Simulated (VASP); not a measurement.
Level of theory: MS2 meta-GGA, VASP's PBE PAW potentials (set 64) (plane waves; VASP).

VASP input:

**POSCAR**
```
MgI2
1
    2.0850077281    -3.6113388881     0.0000000000
    2.0850077281     3.6113388881    -0.0000000000
   -0.0000000000     0.0000000000     7.2173750070
Mg I
1 2
Direct
  0.0000000000   0.0000000000   0.0000000000
  0.3333330000   0.6666670000   0.2292015975
  0.6666670000   0.3333330000   0.7707984025
```

### KPOINTS
```
kpoints
0
gamma
  6 6 3
```

**INCAR**
```
SYSTEM  =  MgI2
PREC  =  Accurate; ENCUT  =  520; LREAL  =  F
LASPH  =  T
EDIFF  =  1E-6; NELM  =  100; ALGO  =  Normal
LMAXMIX  =  4; LMIXTAU  =  T
ISMEAR  =  0; SIGMA  =  0.05
METAGGA  =  MS2
IBRION  =  2; NSW  =  60; ISIF  =  3
EDIFFG  =  -0.02
LWAVE  =  F; LCHARG  =  F
```

POTCAR, in this order: Mg I (PBE.64 set). Program: vasp_std.

What VASP printed:

OSZICAR:
```
       N       E                     dE             d eps       ncg     rms          rms(c)
DAV:   1     0.742595829447E+02    0.74260E+02   -0.56403E+03   408   0.100E+03
DAV:   2    -0.344153605920E+01   -0.77701E+02   -0.70767E+02   560   0.153E+02
DAV:   3    -0.914018813979E+01   -0.56987E+01   -0.56755E+01   516   0.486E+01
DAV:   4    -0.923623974411E+01   -0.96052E-01   -0.96010E-01   532   0.766E+00
DAV:   5    -0.923832244241E+01   -0.20827E-02   -0.20826E-02   528   0.113E+00    0.757E+00
DAV:   6    -0.654087453637E+01    0.26974E+01   -0.24768E+00   408   0.203E+01    0.366E+00
DAV:   7    -0.213412828579E+01    0.44067E+01   -0.30088E+00   408   0.160E+01    0.115E+00
DAV:   8    -0.217036834824E+01   -0.36240E-01   -0.58715E-02   456   0.230E+00    0.919E-01
DAV:   9    -0.214957481018E+01    0.20794E-01   -0.22305E-02   464   0.129E+00    0.691E-01
DAV:  10    -0.220478353968E+01   -0.55209E-01   -0.28983E-01   440   0.467E+00    0.105E+00
DAV:  11    -0.218487181911E+01    0.19912E-01   -0.12621E-01   408   0.404E+00    0.403E-01
DAV:  12    -0.219977680135E+01   -0.14905E-01   -0.53847E-03   496   0.698E-01    0.154E-01
DAV:  13    -0.222291993172E+01   -0.23143E-01   -0.14798E-02   416   0.153E+00    0.375E-01
DAV:  14    -0.223672848458E+01   -0.13809E-01   -0.50842E-03   452   0.955E-01    0.177E-01
DAV:  15    -0.223729822989E+01   -0.56975E-03   -0.71654E-04   456   0.327E-01    0.177E-01
DAV:  16    -0.223831057946E+01   -0.10123E-02   -0.10593E-03   420   0.484E-01    0.315E-02
DAV:  17    -0.223847388035E+01   -0.16330E-03   -0.58907E-05   496   0.944E-02    0.323E-02
DAV:  18    -0.223867373006E+01   -0.19985E-03   -0.24760E-04   412   0.213E-01    0.277E-02
DAV:  19    -0.223864281031E+01    0.30920E-04   -0.23160E-05   508   0.559E-02    0.104E-02
DAV:  20    -0.223864746991E+01   -0.46596E-05   -0.18345E-06   320   0.139E-02    0.629E-03
DAV:  21    -0.223868472097E+01   -0.37251E-04   -0.19938E-05   416   0.615E-02    0.191E-03
DAV:  22    -0.223868615857E+01   -0.14376E-05   -0.16988E-06   368   0.174E-02    0.934E-04
DAV:  23    -0.223868609436E+01    0.64219E-07   -0.35007E-07   292   0.557E-03
   1 F= -.22386861E+01 E0= -.22386861E+01  d E =-.223869E+01
```

OUTCAR:
```
------------------------ aborting loop because EDIFF is reached ----------------------------------------
  FORCE on cell =-STRESS in cart. coord.  units (eV):
  Direction    XX          YY          ZZ          XY          YZ          ZX
  --------------------------------------------------------------------------------------
  Total       -0.0195529     -0.0195529     -0.0093257     -0.0000000      0.0000000      0.0000000
  in kB       -0.2882286     -0.2882285     -0.1374695     -0.0000000      0.0000000      0.0000000
  external PRESSURE =      -0.2379755 kB  Pullay stress =       0.0000000 kB
  volume of cell :      108.69
      direct lattice vectors                 reciprocal lattice vectors
     2.085007728 -3.611338888  0.000000000     0.239807265 -0.138452805  0.000000000
     2.085007728  3.611338888  0.000000000     0.239807265  0.138452805  0.000000000
     0.000000000  0.000000000  7.217375007     0.000000000  0.000000000  0.138554530
 POSITION                                       TOTAL-FORCE (eV/Angst)
 -----------------------------------------------------------------------------------
      0.00000      0.00000      0.00000        -0.000000     -0.000000      0.000000
      2.08501      1.20378      1.65423         0.000000      0.000000     -0.019550
      2.08501     -1.20378      5.56314        -0.000000     -0.000000      0.019550
 -----------------------------------------------------------------------------------
    total drift:                               -0.000000     -0.000000      0.000000
  FREE ENERGIE OF THE ION-ELECTRON SYSTEM (eV)
  ---------------------------------------------------
  free  energy   TOTEN  =        -2.2386860944 eV

  energy  without entropy=       -2.2386860944  energy(sigma->0) =       -2.23868609

 reached required accuracy - stopping structural energy minimisation
```
(Selected blocks of OUTCAR.)

The compound is MgI2 in the 1T layered structure. It was relaxed first, which changed the volume by +6 %. The start is the result of an earlier pass.
